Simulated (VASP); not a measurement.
An input for Quantum ESPRESSO's pw.x (written as the equivalent of a VASP run, and not itself run):

```
&CONTROL
  calculation = 'vc-relax'
  pseudo_dir = './pseudo'
  outdir = './out'
  tprnfor = .true.
  tstress = .true.
  nstep = 60
  forc_conv_thr = 0.00078
/
&SYSTEM
  ibrav = 0
  nat = 3
  ntyp = 2
  ecutwfc = 84
  occupations = 'smearing'
  smearing = 'gaussian'
  degauss = 0.003675
  input_dft = 'pbe'
  vdw_corr = 'grimme-d3'
  dftd3_version = 4
  dftd3_threebody = .false.
/
&ELECTRONS
  conv_thr = 7.3e-08
  electron_maxstep = 100
/
&IONS
/
&CELL
/
ATOMIC_SPECIES
  Hf 178.490 Hf.upf
  O 15.999 O.upf
CELL_PARAMETERS angstrom
     0.0000000    2.5239568    2.5239568
     2.5239568    0.0000000    2.5239568
     2.5239568    2.5239568   -0.0000000
ATOMIC_POSITIONS crystal
  Hf   0.0000000  0.0000000  0.0000000
  O    0.2500000  0.2500000  0.2500000
  O    0.7500000  0.7500000  0.7500000
K_POINTS automatic
  7 7 7 0 0 0
```

Problem. Translate this input to VASP (INCAR, KPOINTS, POSCAR, choice of POTCAR).

Solution. One answer among several that fit: 
**INCAR**
```
ISIF = 3
SIGMA = 0.05   ! width (eV)
IVDW = 12   ! D3, Becke-Johnson
EDIFFG = -0.02
NSW = 60   ! most ionic steps
LASPH = T   ! aspherical one-centre terms
EDIFF = 1E-6
ISMEAR = 0   ! Gaussian
ENCUT = 520   ! plane-wave cut-off (eV)
SYSTEM = HfO2
LWAVE = F
GGA = PE   ! PBE
PREC = Accurate
LCHARG = F
NELM = 100
ALGO = Normal
IBRION = 2
LMAXMIX = 6   ! l cut-off of mixed one-centre charges
LREAL = F
```

File POSCAR:
```
HfO2
1
    0.0000000000     2.5239568238     2.5239568238
    2.5239568238     0.0000000000     2.5239568238
    2.5239568238     2.5239568238    -0.0000000000
Hf O
1 2
Direct
  0.0000000000   0.0000000000   0.0000000000
  0.2500000000   0.2500000000   0.2500000000
  0.7500000000   0.7500000000   0.7500000000
```

**KPOINTS**
```
kpoints
0
G
7 7 7
```

POTCAR, in this order: Hf_pv O (PBE.64 set). Program: vasp_std.

Limits of the translation: the potentials are each code's own (VASP's PAW set, PseudoDojo norm-conserving files in pw.x), so ENCUT and ecutwfc are chosen apart and not converted; conv_thr bounds pw.x's estimated SCF error, while EDIFF bounds the energy change between steps; forc_conv_thr acts on force components and is met together with etot_conv_thr.

The compound is HfO2 in the fluorite structure, the high-temperature cubic form, which is unstable at 0 K; the monoclinic form is the stable one. It was relaxed first. The start is the result of an earlier pass.
